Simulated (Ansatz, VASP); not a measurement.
Given: the input of a run of VASP 6.6.1 on Mg6SiB. Atoms were shifted at random by some hundredths of an Å from the given cell, which wasn't relaxed again for these runs. The cell comes from a database or a generator and needn't be the stable form of this composition.

Contents of INCAR:

```
PREC = Accurate ; ENCUT = 520
EDIFF = 1E-7 ; ISMEAR = -1
SIGMA = 0.05 ; LREAL = F
LASPH = T ; NELM = 60
ALGO = Normal ; ISIF = 2
LWAVE = F ; LCHARG = T
GGA = PE ; LELF = T
LVHAR = T ; NBANDS = 20
```

The input KPOINTS:

```
Automatic mesh
0
Gamma
  7 5 5
```

POSCAR

```
Mg6SiB
1.0
    3.9757080000      0.0000000000      0.0000000000
    0.0000000000      3.8916700000      4.9380070000
    0.0000000000     -3.8916700000      4.9380070000
Si Mg B
1 6 1
Direct
   -0.0032070000      0.9445710000      0.9426250000
    0.5181920000      0.1394020000      0.1443000000
    0.5091420000      0.0996700000      0.6625160000
    0.5081100000      0.6673040000      0.0958980000
   -0.0158540000      0.3743100000      0.3714010000
    0.0024720000      0.4528310000      0.8179550000
   -0.0133510000      0.8120770000      0.4477850000
    0.5162710000      0.5242200000      0.5149620000
```

Potentials or basis: VASP PAW PBE potentials, release 64 (Si, Mg, B).

Command:

```console
$ cat potpaw_PBE.64/Si/POTCAR potpaw_PBE.64/Mg/POTCAR potpaw_PBE.64/B/POTCAR > POTCAR
$ mpirun -np 1 vasp_std > vasp.out
```

Problem. What does the same run look like in Ansatz 0.2.0? Potentials or basis there: Ansatz PAW, cutoff 420 eV.

Solution. As run (cutoffs and basis follow the program's own potentials, and thresholds, step limits or extra output files can differ):

The input input.yaml:

```yaml
crystal:
  lattice:
    - [3.975708, 0.0, 0.0]
    - [0.0, 3.89167, 4.938007]
    - [0.0, -3.89167, 4.938007]
  atoms:
    - { symbol: Si, position: [-0.003207, 0.944571, 0.942625] }
    - { symbol: Mg, position: [0.518192, 0.139402, 0.1443] }
    - { symbol: Mg, position: [0.509142, 0.09967, 0.662516] }
    - { symbol: Mg, position: [0.50811, 0.667304, 0.095898] }
    - { symbol: Mg, position: [-0.015854, 0.37431, 0.371401] }
    - { symbol: Mg, position: [0.002472, 0.452831, 0.817955] }
    - { symbol: Mg, position: [-0.013351, 0.812077, 0.447785] }
    - { symbol: B, position: [0.516271, 0.52422, 0.514962] }
hamiltonian:
  xc: pbe
  pseudopotentials: { kind: paw }
kpoints:
  mp_grid: { grid: [7, 5, 5] }
scf:
  occupations: { method: fermi_dirac, width: 0.05 }
output:
  forces: true
  stress: true
  eigenvalues: true
  write_density: true
  write_potential: true
  elf: true
  volumetric_format: npy
```

Potentials or basis: Ansatz PAW.

Command:

```sh
$ ansatz run input.yaml --threads 4 --pin off --max-ram 10240MiB --backend cpu --events-out ev --progress --plain --runs-dir out
```

Both were run:

|  | VASP | Ansatz |
| --- | --- | --- |
| Pressure | -0.1 GPa | 0.0 GPa |
| Largest force | 0.661 eV/Å | 0.659 eV/Å |

Ansatz's pressure holds a Pulay term of +0.02 GPa for its cutoff of 420 eV, which the other run lacks.

The potentials hold 19 and 67 valence electrons a cell.

Where Ansatz's input types no cutoff or centring, it takes its own default and a Γ-centred mesh.

Pressure is positive in compression.
